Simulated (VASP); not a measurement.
All values below come from RPBE GGA, VASP's PBE PAW potentials (set 64) (plane waves; VASP 6.6.1).

The input files of a VASP run:

POSCAR:
```
AuZn
1
    3.2204662287     0.0000000000     0.0000000000
    0.0000000000     3.2204662287     0.0000000000
    0.0000000000     0.0000000000     3.2204662287
Zn Au
1 1
Direct
  0.5000000000   0.5000000000   0.5000000000
  0.0000000000   0.0000000000   0.0000000000
```

INCAR:
```
SYSTEM=AuZn
PREC=Accurate; ENCUT=520; LREAL=.False.
LASPH=.True.; ICHARG=11
EDIFF=1E-7; NELM=100; ALGO=Normal
LMAXMIX=6
ISMEAR=0; SIGMA=0.05
GGA=RP
LWAVE=.False.; LCHARG=.False.; LORBIT=11
```

File KPOINTS:
```
k-points along high-symmetry lines
15
Line-mode
Reciprocal
  0.000000   0.000000   0.000000 ! GAMMA
  0.000000   0.500000   0.000000 ! X

  0.000000   0.500000   0.000000 ! X
  0.500000   0.500000   0.000000 ! M

  0.500000   0.500000   0.000000 ! M
  0.000000   0.000000   0.000000 ! GAMMA

  0.000000   0.000000   0.000000 ! GAMMA
  0.500000   0.500000   0.500000 ! R

  0.500000   0.500000   0.500000 ! R
  0.000000   0.500000   0.000000 ! X

  0.500000   0.500000   0.500000 ! R
  0.500000   0.500000   0.000000 ! M
```

POTCAR, in this order: Zn Au (PBE.64 set). Program: vasp_std. Read from the step before: CHGCAR.

The run wrote:

OSZICAR:
```
       N       E                     dE             d eps       ncg     rms          rms(c)
DAV:   1     0.131674240570E+03    0.13167E+03   -0.11942E+04  2724   0.196E+03
DAV:   2     0.158729516416E+01   -0.13009E+03   -0.12427E+03  2812   0.345E+02
DAV:   3    -0.274321275935E+01   -0.43305E+01   -0.43088E+01  3421   0.716E+01
DAV:   4    -0.276953620691E+01   -0.26323E-01   -0.26322E-01  3148   0.492E+00
DAV:   5    -0.276989459682E+01   -0.35839E-03   -0.35839E-03  3337   0.567E-01
DAV:   6    -0.276990328887E+01   -0.86921E-05   -0.86913E-05  3309   0.771E-02
DAV:   7    -0.276990354444E+01   -0.25557E-06   -0.25612E-06  3386   0.142E-02
DAV:   8    -0.276990355075E+01   -0.63119E-08   -0.66331E-08  2490   0.230E-03
   1 F= -.27699036E+01 E0= -.27696563E+01  d E =-.494560E-03
```

**OUTCAR**
```
 val. band max:        7.1900090590   @ k =   0.5000   0.5000   0.1786

 cond. band min:       7.2812272144   @ k =   0.5000   0.5000   0.2143



 k-point     1 :       0.0000    0.0000    0.0000
  band No.  band energies     occupation
      1      -3.5667      2.00000
      2      -1.4081      2.00000
      3      -1.4081      2.00000
      4      -0.8598      2.00000
      5      -0.8598      2.00000
      6      -0.8598      2.00000
      7       1.2146      2.00000
      8       1.2146      2.00000
      9       2.7501      2.00000
     10       2.7501      2.00000
     11       2.7501      2.00000
     12      11.3320      0.00000
     13      11.3320      0.00000
     14      11.3320      0.00000
     15      14.4970      0.00000

 k-point     2 :       0.0000    0.0357    0.0000
  band No.  band energies     occupation
      1      -3.5452      2.00000
      2      -1.4042      2.00000
      3      -1.4025      2.00000
      4      -0.8601      2.00000
      5      -0.8601      2.00000
      6      -0.8583      2.00000
      7       1.2121      2.00000
      8       1.2208      2.00000
      9       2.7351      2.00000
     10       2.7351      2.00000
     11       2.7487      2.00000
     12      11.1131      0.00000
     13      11.3712      0.00000
     14      11.3712      0.00000
     15      14.6505      0.00000

 k-point     3 :       0.0000    0.0714    0.0000
  band No.  band energies     occupation
      1      -3.4808      2.00000
      2      -1.3926      2.00000
      3      -1.3860      2.00000
      4      -0.8611      2.00000
      5      -0.8611      2.00000
      6      -0.8538      2.00000
      7       1.2045      2.00000
      8       1.2391      2.00000
      9       2.6915      2.00000
     10       2.6915      2.00000
     11       2.7445      2.00000
     12      10.5724      0.00000
     13      11.4879      0.00000
     14      11.4879      0.00000
     15      14.9860      0.00000

...
```

The density is held fixed in this step, so its total energy and stress have no physical meaning. Unless said otherwise, spin-orbit coupling is left out, though it shifts the bands of the heavy elements here.

The compound is AuZn in the CsCl type structure. It was relaxed first, which changed the volume by +7 %. The electron count is odd and the run is not spin-polarised, which forces a metal.
